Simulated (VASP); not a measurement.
Here is the system:

```xyz
4
Lattice="4.2152 0.0000 0.0000 -2.1076 3.6505 0.0000 0.0000 0.0000 6.8065" Properties=species:S:1:pos:R:3 pbc="T T T"
Mg     0.0000     2.4336     6.7935
Mg     2.1076     1.2168     3.3903
Se     0.0000     2.4336     2.5654
Se     2.1076     1.2168     5.9686
```

These are r2SCAN meta-GGA, VASP's PBE PAW potentials (set 64) (plane waves; VASP) values and carry that method's errors. Settings: 400 eV cut-off, 7×7×4 Γ-centred mesh, Gaussian smearing of 0.050 eV, potentials Mg Se.

Question: Estimate the energy per atom (σ→0).

Answer: 
The energy per atom (σ→0) is -10.704 eV/atom.

Only differences to runs with the same potentials and settings are physical.

The structure was generated: MgSe was put into the wurtzite type (P6_3mc), which need not be its known phase. It was relaxed first. The start is the result of an earlier pass.
